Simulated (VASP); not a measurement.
These are PBEsol GGA, VASP's PBE PAW potentials (set 64) (plane waves; VASP) values and carry that method's errors.

A VASP calculation is set up with these files.

POSCAR:
```
WS2
1
    1.5737450032    -2.7258062819    -0.0000000000
    1.5737450032     2.7258062819    -0.0000000000
   -0.0000000000     0.0000000000    12.6411951945
W S
2 4
Direct
  0.3333330000   0.6666670000   0.2500000000
  0.6666670000   0.3333330000   0.7500000000
  0.3333330000   0.6666670000   0.8740071211
  0.6666670000   0.3333330000   0.3740071211
  0.6666670000   0.3333330000   0.1259928789
  0.3333330000   0.6666670000   0.6259928789
```

**KPOINTS**
```
Automatic
0
G
  7 7 2
```

**INCAR**
```
ALGO=Normal
EDIFF=1E-6
EDIFFG=-0.02
ENCUT=520
GGA=PS
IBRION=2
ISIF=3
ISMEAR=0
LASPH=.True.
LCHARG=.False.
LMAXMIX=6
LREAL=.False.
LWAVE=.False.
NELM=100
NSW=60
PREC=Accurate
SIGMA=0.05
SYSTEM=WS2
```

POTCAR, in this order: W_sv S (PBE.64 set). Program: vasp_std.

What VASP printed:

**OSZICAR**
```
       N       E                     dE             d eps       ncg     rms          rms(c)
DAV:   1     0.522155940206E+03    0.52216E+03   -0.28820E+04  1104   0.167E+03
DAV:   2    -0.179427697128E+02   -0.54010E+03   -0.52912E+03  1187   0.449E+02
DAV:   3    -0.521522932358E+02   -0.34210E+02   -0.33631E+02  1238   0.101E+02
DAV:   4    -0.531049508653E+02   -0.95266E+00   -0.95043E+00  1227   0.172E+01
DAV:   5    -0.531276994038E+02   -0.22749E-01   -0.22736E-01  1245   0.273E+00    0.398E+01
DAV:   6    -0.509209293193E+02    0.22068E+01   -0.12062E+01  1168   0.205E+01    0.172E+01
DAV:   7    -0.506754619427E+02    0.24547E+00   -0.34574E+00  1178   0.848E+00    0.615E+00
DAV:   8    -0.505572578333E+02    0.11820E+00   -0.57568E-01  1269   0.445E+00    0.201E+00
DAV:   9    -0.505586387169E+02   -0.13809E-02   -0.63358E-02  1384   0.124E+00    0.977E-01
DAV:  10    -0.505562370381E+02    0.24017E-02   -0.28361E-02  1239   0.106E+00    0.314E-01
DAV:  11    -0.505559597496E+02    0.27729E-03   -0.36361E-03  1230   0.364E-01    0.105E-01
DAV:  12    -0.505559400941E+02    0.19655E-04   -0.17591E-04  1252   0.883E-02    0.319E-02
DAV:  13    -0.505559580999E+02   -0.18006E-04   -0.68045E-05  1289   0.443E-02    0.173E-02
DAV:  14    -0.505559570341E+02    0.10658E-05   -0.86078E-06  1261   0.195E-02    0.954E-03
DAV:  15    -0.505559572059E+02   -0.17181E-06   -0.13714E-06   811   0.722E-03
   1 F= -.50555957E+02 E0= -.50555957E+02  d E =-.505560E+02
```

File OUTCAR:
```
------------------------ aborting loop because EDIFF is reached ----------------------------------------
  FORCE on cell =-STRESS in cart. coord.  units (eV):
  Direction    XX          YY          ZZ          XY          YZ          ZX
  --------------------------------------------------------------------------------------
  Total       -0.0303264     -0.0303264      0.0523130      0.0000000     -0.0000000      0.0000000
  in kB       -0.4480059     -0.4480059      0.7728099      0.0000000     -0.0000000      0.0000000
  external PRESSURE =      -0.0410673 kB  Pullay stress =       0.0000000 kB
  volume of cell :      108.45
      direct lattice vectors                 reciprocal lattice vectors
     1.573745003 -2.725806282  0.000000000     0.317713479 -0.183431964  0.000000000
     1.573745003  2.725806282  0.000000000     0.317713479  0.183431964  0.000000000
     0.000000000  0.000000000 12.641195194     0.000000000  0.000000000  0.079106444
 POSITION                                       TOTAL-FORCE (eV/Angst)
 -----------------------------------------------------------------------------------
      1.57375      0.90860      3.16030        -0.000000      0.000000     -0.000000
      1.57375     -0.90860      9.48090         0.000000     -0.000000     -0.000000
      1.57375      0.90860     11.04849        -0.000000      0.000000      0.005688
      1.57375     -0.90860      4.72790         0.000000     -0.000000      0.005688
      1.57375     -0.90860      1.59270         0.000000      0.000000     -0.005688
      1.57375      0.90860      7.91330        -0.000000      0.000000     -0.005688
 -----------------------------------------------------------------------------------
    total drift:                                0.000000      0.001151     -0.000033
  FREE ENERGIE OF THE ION-ELECTRON SYSTEM (eV)
  ---------------------------------------------------
  free  energy   TOTEN  =       -50.5559572059 eV

  energy  without entropy=      -50.5559572059  energy(sigma->0) =      -50.55595721

 reached required accuracy - stopping structural energy minimisation
```
(Selected blocks of OUTCAR.)

Without a dispersion term in the relaxation, distances and binding between the weakly bound layers, chains or molecules are unreliable, and so is what depends on them.

The compound is WS2 in the 2H layered structure. It was relaxed first. The start is the result of an earlier pass.
